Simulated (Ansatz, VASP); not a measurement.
**CaMgF4 in VASP and in Ansatz**

The input INCAR:

```
PREC     = Accurate       # precision mode
ENCUT    = 520            # plane-wave cutoff, eV
EDIFF    = 1E-6           # SCF threshold, eV
ISMEAR   = 0              # smearing method
SIGMA    = 0.1            # smearing width, eV
LREAL    = False          # projectors in reciprocal space
LASPH    = True           # aspherical terms in the spheres
NELM     = 80             # most SCF steps
ALGO     = Normal         # electronic algorithm
ISIF     = 2              # what is computed and relaxed
LWAVE    = False          # write WAVECAR
LCHARG   = False          # write CHGCAR
GGA      = PE             # functional
NBANDS   = 29             # bands
```

File KPOINTS:

```
Automatic mesh
0
Gamma
  4 4 4
```

Contents of POSCAR:

```
CaMgF4
1.0
    0.0000000000      3.5389570200      3.5389570200
    3.5389570200      0.0000000000      3.5389570200
    3.5389570200      3.5389570200      0.0000000000
Ca Mg F
1 1 4
Direct
    0.2500000000      0.2500000000      0.2500000000
    0.5000000000      0.5000000000      0.5000000000
    0.8750412900      0.3748761400      0.8750412900
    0.8750412900      0.8750412900      0.8750412900
    0.8750412900      0.8750412900      0.3748761400
    0.3748761400      0.8750412900      0.8750412900
```

Input for Ansatz:

```yaml
crystal:
  lattice:
    - [0.0, 3.53895702, 3.53895702]
    - [3.53895702, 0.0, 3.53895702]
    - [3.53895702, 3.53895702, 0.0]
  atoms:
    - { symbol: Ca, position: [0.25, 0.25, 0.25] }
    - { symbol: Mg, position: [0.5, 0.5, 0.5] }
    - { symbol: F, position: [0.87504129, 0.37487614, 0.87504129] }
    - { symbol: F, position: [0.87504129, 0.87504129, 0.87504129] }
    - { symbol: F, position: [0.87504129, 0.87504129, 0.37487614] }
    - { symbol: F, position: [0.37487614, 0.87504129, 0.87504129] }
basis:
  ecutwfc: 420
kpoints:
  mp_grid: { grid: [4, 4, 4] }
hamiltonian:
  xc: pbe
scf:
  occupations: { method: gaussian, width: 0.1 }
  lower_state_search: "off"
output:
  forces: true
  stress: true
  eigenvalues: true
```

Change from the starting cell: species swapped into the TbHoFe4 type (F-43m, No. 216).

Alike in both runs: task single point; functional PBE; k mesh 4 × 4 × 4; occupations gaussian, width 0.1 eV; no spin polarisation.

|  | VASP | Ansatz |
| --- | --- | --- |
| version | VASP 6.6.1 | Ansatz 0.2.0 |
| potentials or method | VASP PAW PBE potentials, release 64 (Ca_sv, Mg, F) | scalar-relativistic, plane waves, PAW |
| plane-wave cutoff (eV) | 520 | 420 |
| valence electrons in the cell | 40 | 48 |

Ansatz gave:

* gap on the k mesh at the Fermi level (eV): none
* pressure (GPa): -7.9

**Question.** Estimate VASP's values.

**Answer.** gap on the k mesh at the Fermi level (eV): none; pressure (GPa): -8.2.

A gap of «none» marks a metal or a gap that the smearing closes. With one functional, cell and mesh, what is left measures potentials, basis and numerics. The two sets of potentials don't hold the same shells in valence.

Caveats: the k mesh is coarse (spacing up to 0.38 Å⁻¹), so the values aren't converged.
